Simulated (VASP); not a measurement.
Method: vdW-DF-cx, VASP's PBE PAW potentials (set 64) (plane waves; VASP).

Input for VASP

### INCAR
```
SYSTEM = Ge
PREC = Accurate; ENCUT = 520; LREAL = .False.
LASPH = .True.
EDIFF = 1E-7; NELM = 100; ALGO = Normal
LMAXMIX = 4
ISMEAR = -5
GGA = CX; LUSE_VDW = .True.; AGGAC = 0.0
ISIF = 2
LWAVE = .False.; LCHARG = .True.; LORBIT = 11
NEDOS = 601
```

**KPOINTS**
```
Automatic mesh
0
Gamma
12 12 12
0 0 0
```

POSCAR:
```
Ge
1
   -0.0000000000     2.8404048443     2.8404048443
    2.8404048443     0.0000000000     2.8404048443
    2.8404048443     2.8404048443    -0.0000000000
Ge
2
Direct
  0.0000000000   0.0000000000   0.0000000000
  0.2500000000   0.2500000000   0.2500000000
```

POTCAR, in this order: Ge_d (PBE.64 set). Program: vasp_std.

Output of the run:

**OSZICAR**
```
       N       E                     dE             d eps       ncg     rms          rms(c)
DAV:   1     0.168173990636E+03    0.16817E+03   -0.15476E+04  2626   0.423E+03
DAV:   2     0.181038514048E+02   -0.15007E+03   -0.14796E+03  2592   0.534E+02
DAV:   3    -0.210655523652E+01   -0.20210E+02   -0.20078E+02  2802   0.148E+02
DAV:   4    -0.274233052534E+01   -0.63578E+00   -0.63480E+00  3002   0.303E+01
DAV:   5    -0.275277278882E+01   -0.10442E-01   -0.10441E-01  2912   0.398E+00    0.314E+00
DAV:   6    -0.266823071981E+01    0.84542E-01   -0.34946E-02  2760   0.206E+00    0.184E+00
DAV:   7    -0.262655127191E+01    0.41679E-01   -0.74704E-02  2712   0.254E+00    0.163E-01
DAV:   8    -0.262800541378E+01   -0.14541E-02   -0.58577E-03  2862   0.110E+00    0.442E-02
DAV:   9    -0.262818780332E+01   -0.18239E-03   -0.32902E-04  2842   0.246E-01    0.169E-02
DAV:  10    -0.262819225399E+01   -0.44507E-05   -0.19410E-05  3810   0.487E-02    0.642E-03
DAV:  11    -0.262819476851E+01   -0.25145E-05   -0.56050E-06  2732   0.244E-02    0.215E-03
DAV:  12    -0.262819474227E+01    0.26245E-07   -0.17539E-07  2200   0.663E-03
   1 F= -.26281947E+01 E0= -.26281947E+01  d E =0.000000E+00
```

**OUTCAR**
```
------------------------ aborting loop because EDIFF is reached ----------------------------------------
  FORCE on cell =-STRESS in cart. coord.  units (eV):
  Direction    XX          YY          ZZ          XY          YZ          ZX
  --------------------------------------------------------------------------------------
  Total       -0.0034321     -0.0034321     -0.0034321     -0.0000000     -0.0000000     -0.0000000
  in kB       -0.1199784     -0.1199784     -0.1199784     -0.0000000     -0.0000000     -0.0000000
  external PRESSURE =      -0.1199784 kB  Pullay stress =       0.0000000 kB
  volume of cell :       45.83
      direct lattice vectors                 reciprocal lattice vectors
     0.000000000  2.840404844  2.840404844    -0.176031245  0.176031245  0.176031245
     2.840404844  0.000000000  2.840404844     0.176031245 -0.176031245  0.176031245
     2.840404844  2.840404844  0.000000000     0.176031245  0.176031245 -0.176031245
 POSITION                                       TOTAL-FORCE (eV/Angst)
 -----------------------------------------------------------------------------------
      0.00000      0.00000      0.00000         0.000000      0.000000      0.000000
      1.42020      1.42020      1.42020        -0.000000     -0.000000     -0.000000
 -----------------------------------------------------------------------------------
    total drift:                                0.000000      0.000000      0.000000
  FREE ENERGIE OF THE ION-ELECTRON SYSTEM (eV)
  ---------------------------------------------------
  free  energy   TOTEN  =        -2.6281947423 eV

  energy  without entropy=       -2.6281947423  energy(sigma->0) =       -2.62819474

 total charge

# of ion       s       p       d       tot
------------------------------------------
    1        1.132   1.250  10.022  12.404
    2        1.132   1.250  10.022  12.404
--------------------------------------------------
tot          2.263   2.500  20.044  24.807
```
(Selected blocks of OUTCAR.)

For a metal the tetrahedron method with Blöchl corrections gives inexact stress and forces.

The compound is Ge in the diamond structure. It was relaxed first.
